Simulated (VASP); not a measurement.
# InF (R-3m) in VASP: reference runs

How does InF come out in PBE? The cell is run as given.

Everything below comes from runs of VASP 6.6.1. Logs are shortened: lines on timing, memory, paths and dates and some standing lists are left out, and cuts for length are marked.

### Step 1. Starting point

It takes space group R-3m (No. 166, trigonal). The conventional cell has a = 3.083 Å, b = 3.083 Å, c = 14.971 Å, α = 90.00°, β = 90.00°, γ = 120.00°. In (site symmetry -3m) has 6 F at 3.06 Å and 6 In at 3.08 Å as nearest neighbours. Around F (site symmetry -3m) lie 6 In at 3.06 Å and 6 F at 3.08 Å.

The cell was built by a generator and needn't be a form met in nature.

### Step 2. Single point, PBE

The input, INCAR:

```
PREC = Accurate
ENCUT = 520
EDIFF = 1E-7
ISMEAR = -1
SIGMA = 0.05
LREAL = False
LASPH = True
NELM = 80
ALGO = Normal
ISIF = 2
LWAVE = False
LCHARG = False
GGA = PE
NBANDS = 17
```

The input, KPOINTS:

```
regular mesh
0
Gamma
  10 10 10
```

The input, POSCAR:

```
InF
1.0
    1.5415344900      0.8900053500      4.9902347500
   -1.5415344900      0.8900053500      4.9902347500
    0.0000000000     -1.7800107100      4.9902347500
In F
1 1
Direct
    0.5000000000      0.5000000000      0.5000000000
    0.0000000000      0.0000000000      0.0000000000
```

Potentials or basis: VASP PAW PBE potentials, release 64 (In_d, F).

Started as:

```
$ cat potpaw_PBE.64/In_d/POTCAR potpaw_PBE.64/F/POTCAR > POTCAR
$ mpirun -np 1 vasp_std > vasp.out
```

OUTCAR:

```text
PREC = Accurate
   ENCUT = 520
   EDIFF = 1E-7
   ISMEAR = -1
   LREAL = False
   LASPH = True
   NELM = 80
   ISIF = 2
   GGA = PE

 ion  position               nearest neighbor table
   1  0.500  0.500  0.500-
   2  0.000  0.000  0.000-

  LATTYP: Found a trigonal (rhomboedric) cell.
 ALAT       =     5.2981960106
 COS(alpha) =     0.8306908438

  Lattice vectors:

 A1 = (   1.5415344900,   0.8900053500,   4.9902347500)
 A2 = (  -1.5415344900,   0.8900053500,   4.9902347500)
 A3 = (   0.0000000000,  -1.7800107100,   4.9902347500)

Analysis of symmetry for initial positions (statically):
=====================================================================
 Subroutine PRICEL returns:
 Original cell was already a primitive cell.

 Routine SETGRP: Setting up the symmetry group for a
 trigonal (rhombohedral) supercell.

 Subroutine GETGRP returns: Found 12 space group operations
 (whereof 12 operations were pure point group operations)
 out of a pool of 12 trial point group operations.

The static configuration has the point symmetry D_3d.

Analysis of symmetry for dynamics (positions and initial velocities):
=====================================================================
 Subroutine PRICEL returns:
 Original cell was already a primitive cell.

 Routine SETGRP: Setting up the symmetry group for a
 trigonal (rhombohedral) supercell.

 Subroutine GETGRP returns: Found 12 space group operations
 (whereof 12 operations were pure point group operations)
 out of a pool of 12 trial point group operations.

The dynamic configuration has the point symmetry D_3d.

 Subroutine INISYM returns: Found 12 space group operations
 (whereof 12 operations are pure point group operations),
 and found     1 'primitive' translations

----------------------------------------------------------------------------------------

                                     Primitive cell

  volume of cell :      41.0788

  direct lattice vectors                    reciprocal lattice vectors
     1.541534490  0.890005350  4.990234750     0.324352133  0.187264791  0.066797125
    -1.541534490  0.890005350  4.990234750    -0.324352133  0.187264791  0.066797125
     0.000000000 -1.780010710  4.990234750     0.000000000 -0.374529582  0.066797125
[... 74 lines left out ...]
 SYSTEM =  unknown system
   PREC   = accura    normal or accurate (medium, high low for compatibility)
   ISTART =      0    job   : 0-new  1-cont  2-samecut
   ICHARG =      2    charge: 1-file 2-atom 10-const
   ISPIN  =      1    spin polarized calculation?
   LNONCOLLINEAR =      F non collinear calculations
   LSORBIT =      F    spin-orbit coupling
   LASPH  =      T    aspherical Exc in radial PAW
   ENCUT  =  520.0 eV  38.22 Ry    6.18 a.u.   9.85  9.85  9.85*2*pi/ulx,y,z
   NELM   =     80;   NELMIN=  2; NELMDL= -5     # of ELM steps
   EDIFF  = 0.1E-06   stopping-criterion for ELM
   LREAL  =      F    real-space projection
   EDIFFG = 0.1E-05   stopping-criterion for IOM
   NSW    =      0    number of steps for IOM
   IBRION =     -1    ionic relax: 0-MD 1-quasi-New 2-CG
   NFREE  =      0    steps in history (QN), initial steepest desc. (CG)
   ISIF   =      2    stress and relaxation
   ISYM   =      2    0-nonsym 1-usesym 2-fastsym
   POTIM  = 0.5000    time-step for ionic-motion
   TEBEG  =    0.0;   TEEND  =   0.0 temperature during run
   PSTRESS=    0.0 pullay stress
   NELECT =      20.0000    total number of electrons
   NUPDOWN=      -1.0000    fix difference up-down
   EMIN   =  10.00;   EMAX   =-10.00  energy-range for DOS
   EFERMI =   0.00;   METHOD = LEGACY
   ISMEAR =    -1;   SIGMA  =   0.05  broadening in eV -4-tet -1-fermi 0-gaus
   EFERMI_NEDOS =   21; number of points for ismear=-14 and -15
   IALGO  =     38    algorithm
   IMIX   =      4    mixing-type and parameters
     AMIX     =   0.40;   BMIX     =  1.00
     AMIX_MAG =   1.60;   BMIX_MAG =  1.00
  volume/ion in A,a.u.               =      20.54       138.61
  Fermi-wavevector in a.u.,A,eV,Ry     =   1.287890  2.433759 22.567451  1.658661
  Thomas-Fermi vector in A             =   2.419877
   LORBIT       =      0    0 simple, 1 ext, 2 COOP (PROOUT), +10 PAW based schemes
   GGA     = PE    functional components
[... 5 lines left out ...]
 non-spin polarized calculation
  energy-cutoff  :      520.00
  volume of cell :       41.08
 maximum number of plane-waves:      1126
   NGX = 19   NGY = 19   NGZ = 19

 number of electron      20.0000003 magnetization

 Free energy of the ion-electron system (eV)
  ---------------------------------------------------
  ext. energy  EPLUGINS =         0.00000000
  ---------------------------------------------------
  free energy    TOTEN  =        -6.35882345 eV

  energy without entropy =       -6.35417253  energy(sigma->0) =       -6.35649799

 E-fermi :   2.4983     XC(G=0):  -9.3512

 val. band max:        2.4850671415   @ k =  -0.4000   0.1000   0.1000
 cond. band min:       2.5318184761   @ k =  -0.3000   0.3000   0.1000
 fundamental gap:      0.0467513346
 Fermi energy:         2.4982815775

 k-point     1 :       0.0000    0.0000    0.0000
  band No.  band energies     occupation
      1     -17.2071      2.00000
      2     -11.8181      2.00000
      3     -11.7856      2.00000
      4     -11.7856      2.00000
      5     -11.3690      2.00000
      6     -11.3690      2.00000
[... 457 lines left out ...]
      4     -11.4915      2.00000
      5     -11.4362      2.00000
      6     -11.3345      2.00000
[... 9 lines left out ...]
     16      17.6133      0.00000
     17      18.5911      0.00000

 [... further k-points ...]

------------------------ aborting loop because EDIFF is reached ----------------------------------------

  FORCE on cell =-STRESS in cart. coord.  units (eV):
  Direction    XX          YY          ZZ          XY          YZ          ZX
  --------------------------------------------------------------------------------------
  -------------------------------------------------------------------------------------
  Total        1.0410734      1.0410734     -6.9483929      0.0000000      0.0000000      0.0000000
  in kB       40.6044678     40.6044678   -271.0047240      0.0000000      0.0000002      0.0000000
  external PRESSURE =     -63.2652628 kB  Pullay stress =       0.0000000 kB

 VOLUME and BASIS-vectors are now :
 -----------------------------------------------------------------------------
  energy-cutoff  :      520.00
  volume of cell :       41.08
      direct lattice vectors                 reciprocal lattice vectors
     1.541534490  0.890005350  4.990234750     0.324352133  0.187264791  0.066797125
    -1.541534490  0.890005350  4.990234750    -0.324352133  0.187264791  0.066797125
     0.000000000 -1.780010710  4.990234750     0.000000000 -0.374529582  0.066797125

 POSITION                                       TOTAL-FORCE (eV/Angst)
 -----------------------------------------------------------------------------------
      0.00000     -0.00000      7.48535        -0.000000     -0.000000     -0.000000
      0.00000      0.00000      0.00000         0.000000      0.000000      0.000000
 -----------------------------------------------------------------------------------
    total drift:                               -0.000000      0.000000     -0.000000

  FREE ENERGIE OF THE ION-ELECTRON SYSTEM (eV)
  ---------------------------------------------------
  free  energy   TOTEN  =        -6.3588234520 eV

  energy  without entropy=       -6.3541725280  energy(sigma->0) =       -6.35649799
```

OSZICAR:

```text
N       E                     dE             d eps       ncg     rms          rms(c)
DAV:   1     0.143940376659E+03    0.14394E+03   -0.10015E+04  4010   0.147E+03
DAV:   2     0.242362274474E+01   -0.14152E+03   -0.13324E+03  4185   0.331E+02
DAV:   3    -0.809540418972E+01   -0.10519E+02   -0.10450E+02  4673   0.921E+01
DAV:   4    -0.829559038874E+01   -0.20019E+00   -0.20005E+00  4732   0.131E+01
DAV:   5    -0.830229674899E+01   -0.67064E-02   -0.67061E-02  5560   0.227E+00    0.675E+00
DAV:   6    -0.656057421106E+01    0.17417E+01   -0.50208E+00  4985   0.192E+01    0.380E+00
DAV:   7    -0.644140565224E+01    0.11917E+00   -0.43629E-01  4272   0.393E+00    0.138E+00
DAV:   8    -0.636152261839E+01    0.79883E-01   -0.10894E-01  5517   0.259E+00    0.580E-01
DAV:   9    -0.635904273642E+01    0.24799E-02   -0.29518E-02  4327   0.137E+00    0.264E-01
DAV:  10    -0.635950329332E+01   -0.46056E-03   -0.95311E-03  5438   0.585E-01    0.199E-01
DAV:  11    -0.635899352534E+01    0.50977E-03   -0.47503E-03  5714   0.452E-01    0.681E-02
DAV:  12    -0.635884151464E+01    0.15201E-03   -0.89010E-04  5394   0.240E-01    0.295E-02
DAV:  13    -0.635882453019E+01    0.16984E-04   -0.12384E-04  5044   0.671E-02    0.110E-02
DAV:  14    -0.635882378569E+01    0.74450E-06   -0.84106E-06  4276   0.192E-02    0.417E-03
DAV:  15    -0.635882347282E+01    0.31286E-06   -0.20460E-06  5034   0.815E-03    0.187E-03
DAV:  16    -0.635882345198E+01    0.20845E-07   -0.72988E-08  2752   0.181E-03
   1 F= -.63588235E+01 E0= -.63564980E+01  d E =-.465092E-02
```

stdout:

```text
POSCAR found type information on POSCAR InF
 POSCAR found :  2 types and       2 ions
 scaLAPACK will be used
 LDA part: xc-table for (Slater+PW92), standard interpolation
 POSCAR, INCAR and KPOINTS ok, starting setup
 FFT: planning ... GRIDC
 FFT: planning ... GRID_SOFT
 FFT: planning ... GRID
 WAVECAR not read
 entering main loop
```

Run time: 96 s. Hardware: 1 thread of Intel Xeon Platinum 8488C (Sapphire Rapids), shared host; peak memory 0.28 GiB.

What came out:

```
Free energy            : -6.3588 eV
Pressure               : -6.3 GPa
Band gap on the k mesh : none (metal or under the smearing width)
```

Stress tensor (GPa, compression positive):
```
  4.06   0.00   0.00
  0.00   4.06   0.00
  0.00   0.00 -27.10
```

Levels at points of the mesh, in eV from the Fermi level:
```tsv
k point	band 6	band 7	band 8	band 9	band 10	band 11	band 12	band 13	band 14	band 15
(0.00, 0.00, 0.00)	-13.87	-6.92	-2.62	-0.27	-0.27	3.90	9.26	13.87	13.87	14.27
(0.50, 0.00, 0.00)	-13.77	-2.68	-1.53	-1.21	-0.53	0.08	5.77	8.47	10.63	12.86
(0.50, 0.50, 0.00)	-13.77	-2.59	-1.88	-1.31	-0.56	0.25	6.73	8.63	9.25	12.36
(0.50, 0.50, 0.50)	-13.87	-7.33	-0.86	-0.26	-0.26	1.46	12.87	13.67	13.67	14.20
```
